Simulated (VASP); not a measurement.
These are PBEsol GGA, VASP's PBE PAW potentials (set 64) (plane waves; VASP 6.6.1) values and carry that method's errors.

A VASP calculation is set up with these files.

### INCAR
```
ICHARG = 11   # fixed density
EDIFF = 1E-7   # SCF stop (eV)
SIGMA = 0.05
LREAL = .FALSE.
PREC = Accurate
GGA = PS   # PBEsol
LASPH = .TRUE.   # aspherical one-centre terms
LMAXMIX = 4
SYSTEM = GeRh
ALGO = Normal
ENCUT = 400
NELM = 100   # most electronic steps
ISMEAR = 0   # Gaussian
LCHARG = .FALSE.
LWAVE = .FALSE.
LORBIT = 11
```

File KPOINTS:
```
k-points along high-symmetry lines
10
Line-mode
Reciprocal
  0.000000   0.000000   0.000000 ! GAMMA
  0.500000   0.000000   0.000000 ! M

  0.500000   0.000000   0.000000 ! M
  0.333333   0.333333   0.000000 ! K

  0.333333   0.333333   0.000000 ! K
  0.000000   0.000000   0.000000 ! GAMMA

  0.000000   0.000000   0.000000 ! GAMMA
  0.000000   0.000000   0.500000 ! A

  0.000000   0.000000   0.500000 ! A
  0.500000   0.000000   0.500000 ! L

  0.500000   0.000000   0.500000 ! L
  0.333333   0.333333   0.500000 ! H

  0.333333   0.333333   0.500000 ! H
  0.000000   0.000000   0.500000 ! A

  0.500000   0.000000   0.500000 ! L
  0.500000   0.000000   0.000000 ! M

  0.333333   0.333333   0.500000 ! H
  0.333333   0.333333   0.000000 ! K
```

POSCAR:
```
GeRh
1
    3.0184818048    -0.0000000000    -0.0000000000
   -1.5092409024     2.6140820638    -0.0000000000
   -0.0000000000    -0.0000000000     3.6668713362
Rh Ge
1 1
Direct
  0.0000000000   1.0000000000   0.0000000000
  0.6666670000   0.3333330000   0.5000000000
```

POTCAR, in this order: Rh_pv Ge_d (PBE.64 set). Program: vasp_std. Read from the step before: CHGCAR.

The resulting files:

OSZICAR:
```
       N       E                     dE             d eps       ncg     rms          rms(c)
DAV:   1     0.208211564158E+03    0.20821E+03   -0.14110E+04  3732   0.349E+03
DAV:   2     0.378995220638E+00   -0.20783E+03   -0.20243E+03  3396   0.569E+02
DAV:   3    -0.140916988609E+02   -0.14471E+02   -0.14164E+02  3582   0.123E+02
DAV:   4    -0.144310619169E+02   -0.33936E+00   -0.33832E+00  3750   0.192E+01
DAV:   5    -0.144384009114E+02   -0.73390E-02   -0.73367E-02  3660   0.300E+00
DAV:   6    -0.144386922223E+02   -0.29131E-03   -0.29130E-03  3978   0.495E-01
DAV:   7    -0.144387028750E+02   -0.10653E-04   -0.10653E-04  4172   0.884E-02
DAV:   8    -0.144387031138E+02   -0.23878E-06   -0.23865E-06  3656   0.918E-03
DAV:   9    -0.144387031194E+02   -0.55998E-08   -0.61676E-08  2320   0.143E-03
   1 F= -.14438703E+02 E0= -.14438375E+02  d E =-.655360E-03
```

### OUTCAR
```
 val. band max:       10.2287136591   @ k =   0.3333   0.3333   0.2222

 cond. band min:      10.2879095903   @ k =   0.5000   0.0000   0.2222



 k-point     1 :       0.0000    0.0000    0.0000
  band No.  band energies     occupation
      1     -36.2796      2.00000
      2     -35.8140      2.00000
      3     -35.8140      2.00000
      4     -14.5241      2.00000
      5     -14.5241      2.00000
      6     -14.4487      2.00000
      7     -14.4204      2.00000
      8     -14.4204      2.00000
      9      -2.6239      2.00000
     10       5.7336      2.00000
     11       7.5244      2.00000
     12       7.5244      2.00000
     13       8.6508      2.00000
     14       8.6508      2.00000
     15       9.0293      2.00000
     16      16.2464      0.00000
     17      17.8805      0.00000
     18      17.8805      0.00000

 k-point     2 :       0.0556    0.0000    0.0000
  band No.  band energies     occupation
      1     -36.2788      2.00000
      2     -35.8193      2.00000
      3     -35.8152      2.00000
      4     -14.5246      2.00000
      5     -14.5215      2.00000
      6     -14.4470      2.00000
      7     -14.4213      2.00000
      8     -14.4208      2.00000
      9      -2.5545      2.00000
     10       5.7788      2.00000
     11       7.4645      2.00000
     12       7.5775      2.00000
     13       8.1411      2.00000
     14       8.6381      2.00000
     15       9.6078      2.00000
     16      16.1347      0.00000
     17      17.4101      0.00000
     18      17.6144      0.00000

 k-point     3 :       0.1111    0.0000    0.0000
  band No.  band energies     occupation
      1     -36.2767      2.00000
      2     -35.8349      2.00000
      3     -35.8190      2.00000
      4     -14.5265      2.00000
      5     -14.5143      2.00000
      6     -14.4421      2.00000
      7     -14.4241      2.00000
      8     -14.4221      2.00000
      9      -2.3474      2.00000
     10       5.9020      2.00000
...
```

The density is held fixed in this step, so its total energy and stress have no physical meaning.

The structure was generated: GeRh was put into the WC type (P-6m2), which need not be its known phase. It was relaxed first, which changed the volume by -12 %. The electron count is odd and the run is not spin-polarised, which forces a metal.
